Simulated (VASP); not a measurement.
# MnHg (Pm-3m) in VASP: a series of runs, part 2 of 2

VASP 6.6.1.

## 3. Single point, r2SCAN, collinear spin, ferromagnetic start

Contents of INCAR:

```
SYSTEM = MnHg
  PREC = Accurate
  ENCUT = 400
  EDIFF = 1E-6
  ISMEAR = 1
  SIGMA = 0.15
  LREAL = .FALSE.
  LASPH = .TRUE.
  NELM = 100
  ALGO = Normal
  ISIF = 2
  LWAVE = .FALSE.
  LCHARG = .FALSE.
  ISPIN = 2
  MAGMOM = 0 4
  LORBIT = 11
  LMAXMIX = 4
  METAGGA = R2SCAN
  LMIXTAU = .TRUE.
  NBANDS = 24
  ADDGRID = .FALSE.
```

Contents of KPOINTS:

```
regular mesh
0
G
  6 6 6
  0 0 0
```

Contents of POSCAR:

```
MnHg
1.0
    3.3150000000      0.0000000000      0.0000000000
    0.0000000000      3.3150000000      0.0000000000
    0.0000000000      0.0000000000      3.3150000000
Hg Mn
1 1
Direct
   -0.0058010000      0.0109980000     -0.0122330000
    0.5154140000      0.4990250000      0.4770600000
```

Potentials or basis: VASP PAW PBE potentials, release 64 (Hg, Mn_pv).

Started as:

```
$ cat potpaw_PBE.64/Hg/POTCAR potpaw_PBE.64/Mn_pv/POTCAR > POTCAR
$ mpirun -np 1 vasp_std > vasp.out
```

OUTCAR:

```text
SYSTEM = MnHg
   PREC = Accurate
   ENCUT = 400
   EDIFF = 1E-6
   ISMEAR = 1
   LREAL = .FALSE.
   LASPH = .TRUE.
   NELM = 100
   ISIF = 2
   ISPIN = 2
   LORBIT = 11
   METAGGA = R2SCAN

 Found    112 irreducible k-points:

 Following reciprocal coordinates:
            Coordinates               Weight
  0.000000  0.000000  0.000000      1.000000
  0.166667  0.000000  0.000000      2.000000
  0.000000  0.166667  0.000000      2.000000
  0.000000  0.000000  0.166667      2.000000
  0.333333  0.000000  0.000000      2.000000
  0.000000  0.333333  0.000000      2.000000
   k-points           NKPTS =    112   k-points in BZ     NKDIM =    112   number of bands    NBANDS=     24
   number of dos      NEDOS =    301   number of ions     NIONS =      2
   total plane-waves  NPLWV =  13824
   dimension x,y,z NGX =    24 NGY =   24 NGZ =   24
   dimension x,y,z NGXF=    48 NGYF=   48 NGZF=   48
   ions per type =               1   1
   NGX,Y,Z   is equivalent  to a cutoff of  12.04, 12.04, 12.04 a.u.
   NGXF,Y,Z  is equivalent  to a cutoff of  24.07, 24.07, 24.07 a.u.
 SYSTEM =  MnHg
   PREC   = accura    normal or accurate (medium, high low for compatibility)
   ISTART =      0    job   : 0-new  1-cont  2-samecut
   ICHARG =      2    charge: 1-file 2-atom 10-const
   ISPIN  =      2    spin polarized calculation?
   LNONCOLLINEAR =      F non collinear calculations
   LSORBIT =      F    spin-orbit coupling
   LASPH  =      T    aspherical Exc in radial PAW
   ENCUT  =  400.0 eV  29.40 Ry    5.42 a.u.   5.41  5.41  5.41*2*pi/ulx,y,z
   NELM   =    100;   NELMIN=  2; NELMDL= -5     # of ELM steps
   EDIFF  = 0.1E-05   stopping-criterion for ELM
   LREAL  =      F    real-space projection
   EDIFFG = 0.1E-04   stopping-criterion for IOM
   NSW    =      0    number of steps for IOM
   IBRION =     -1    ionic relax: 0-MD 1-quasi-New 2-CG
   NFREE  =      0    steps in history (QN), initial steepest desc. (CG)
   ISIF   =      2    stress and relaxation
   ISYM   =      2    0-nonsym 1-usesym 2-fastsym
   POTIM  = 0.5000    time-step for ionic-motion
   TEBEG  =    0.0;   TEEND  =   0.0 temperature during run
   PSTRESS=    0.0 pullay stress
   NELECT =      25.0000    total number of electrons
   NUPDOWN=      -1.0000    fix difference up-down
   EMIN   =  10.00;   EMAX   =-10.00  energy-range for DOS
   EFERMI =   0.00;   METHOD = LEGACY
   ISMEAR =     1;   SIGMA  =   0.15  broadening in eV -4-tet -1-fermi 0-gaus
   EFERMI_NEDOS =   21; number of points for ismear=-14 and -15
   IALGO  =     38    algorithm
[... 27 lines left out ...]
  ---------------------------------------------------
  free energy    TOTEN  =       -64.04208266 eV

  energy without entropy =      -64.04321971  energy(sigma->0) =      -64.04246168

 E-fermi :   5.6890     XC(G=0): -12.6430

 val. band max:        5.5037384202   @ k =  -0.3333   0.3333   0.0000
 cond. band min:       5.7120268463   @ k =   0.0000   0.5000   0.5000
 fundamental gap:      0.2082884261
 Fermi energy:         5.6890121525

 spin component 1

 k-point     1 :       0.0000    0.0000    0.0000
  band No.  band energies     occupation
      1     -47.4664      1.00000
      2     -47.4658      1.00000
      3     -47.4657      1.00000
      4      -4.5938      1.00000
      5      -3.1683      1.00000
      6      -3.1642      1.00000
[... 151 lines left out ...]
     23      20.2217      0.00000
     24      24.7382      0.00000

 [... further k-points ...]

 spin component 2

 k-point     1 :       0.0000    0.0000    0.0000
  band No.  band energies     occupation
      1     -41.7085      1.00000
      2     -41.7078      1.00000
      3     -41.7073      1.00000
      4      -4.5292      1.00000
      5      -3.1276      1.00000
      6      -3.1247      1.00000
[... 151 lines left out ...]
     23      21.0999      0.00000
     24      25.8912      0.00000

 [... further k-points ...]
[... 5 lines left out ...]
  --------------------------------------------------------------------------------------
  -------------------------------------------------------------------------------------
  Total        0.2945904      0.3284603      0.3307436     -0.0441198      0.0215933     -0.0431194
  in kB       12.9562293     14.4458428     14.5462618     -1.9404101      0.9496816     -1.8964125
  external PRESSURE =      13.9827780 kB  Pullay stress =       0.0000000 kB

 VOLUME and BASIS-vectors are now :
 -----------------------------------------------------------------------------
  energy-cutoff  :      400.00
  volume of cell :       36.43
      direct lattice vectors                 reciprocal lattice vectors
     3.315000000  0.000000000  0.000000000     0.301659125  0.000000000  0.000000000
     0.000000000  3.315000000  0.000000000     0.000000000  0.301659125  0.000000000
     0.000000000  0.000000000  3.315000000     0.000000000  0.000000000  0.301659125

 POSITION                                       TOTAL-FORCE (eV/Angst)
 -----------------------------------------------------------------------------------
      3.29577      0.03646      3.27445         0.241476     -0.144699     -0.132628
      1.70860      1.65427      1.58145        -0.241476      0.144699      0.132628
 -----------------------------------------------------------------------------------
    total drift:                                0.014797      0.004037      0.010029

  FREE ENERGIE OF THE ION-ELECTRON SYSTEM (eV)
  ---------------------------------------------------
  free  energy   TOTEN  =       -64.0420826639 eV

  energy  without entropy=      -64.0432197086  energy(sigma->0) =      -64.04246168

 total charge

# of ion       s       p       d       tot
------------------------------------------
    1        0.836   0.557   9.235  10.627
    2        0.275   6.186   4.908  11.369
--------------------------------------------------
tot          1.111   6.743  14.142  21.997

 magnetization (x)

# of ion       s       p       d       tot
------------------------------------------
    1       -0.041  -0.073   0.058  -0.056
    2        0.039   0.027   4.099   4.165
--------------------------------------------------
tot         -0.001  -0.046   4.156   4.109
```

Run time: 5.1 min. Hardware: 1 thread of Intel Xeon Platinum 8259CL at 2.50GHz (Skylake/Cascade Lake), shared host; peak memory 0.23 GiB.

These settings aren't checked as converged: the numbers below hold their error.

Results:

```yaml
Free_energy: -64.0421 eV
Pressure: 1.4 GPa
Largest_force: 0.311 eV/Å
Band_gap_on_the_k_mesh: none (metal or under the smearing width)
Net_moment: 4.25 μB per cell
Site_moments: Hg -0.06; Mn +4.17 μB
Valence_electrons_inside_the_program's_atomic_spheres: Hg 10.63; Mn 11.37
```

Caveat: the PAW data sets were made with another functional, which shifts forces and pressure a little.

## 4. Single point, r2SCAN, collinear spin, ferromagnetic start

INCAR: that of step 3 with these lines changed.

```diff
@@ -2,3 +2,3 @@
   PREC = Accurate
-  ENCUT = 400
+  ENCUT = 200
   EDIFF = 1E-6
```

Contents of KPOINTS:

```
regular mesh
0
G
  9 9 9
  0 0 0
```

Contents of POSCAR:

```
MnHg
1.0
    3.3150000000      0.0000000000      0.0000000000
    0.0000000000      3.3150000000      0.0000000000
    0.0000000000      0.0000000000      3.3150000000
Hg Mn
1 1
Direct
    0.0000000000      0.0000000000      0.0000000000
    0.5000000000      0.5000000000      0.5000000000
```

Started as:

```
$ cat potpaw_PBE.64/Hg/POTCAR potpaw_PBE.64/Mn_pv/POTCAR > POTCAR
$ mpirun -np 1 vasp_std > vasp.out
```

Run time: 38 s. Hardware: 1 thread of Intel Xeon Platinum 8259CL at 2.50GHz (Skylake/Cascade Lake), shared host; peak memory 0.13 GiB.

The run converged, but a check on its numbers failed (symmetry, net force, bounds or a known fault of this set-up), so they aren't taken as properties of the crystal.

Caveat: the cutoff lies under the usual one of these potentials, so the numbers hold a large basis-set error; a pressure of tens of GPa on the cell as given is suspect, and the run, the potentials or the cell itself is likely at fault; the PAW data sets were made with another functional, which shifts forces and pressure a little.

## 5. The reference run

An earlier run on the cell as given: functional PBE; potentials or basis VASP PAW PBE potentials, release 64 (Hg, Mn_pv); cutoff 520 eV; k mesh 8 × 8 × 8; occupations fermi-dirac, width 0.05 eV; collinear spin, ferromagnetic start; starting moments [0.0, 4.0] μB.

- Pressure: 1.0 GPa
- Band gap on the k mesh: none (metal or under the smearing width)
- Net moment: 3.91 μB per cell
- Site moments: Hg -0.06; Mn +3.83 μB
- Valence electrons inside the program's atomic spheres: Hg 10.59; Mn 11.40
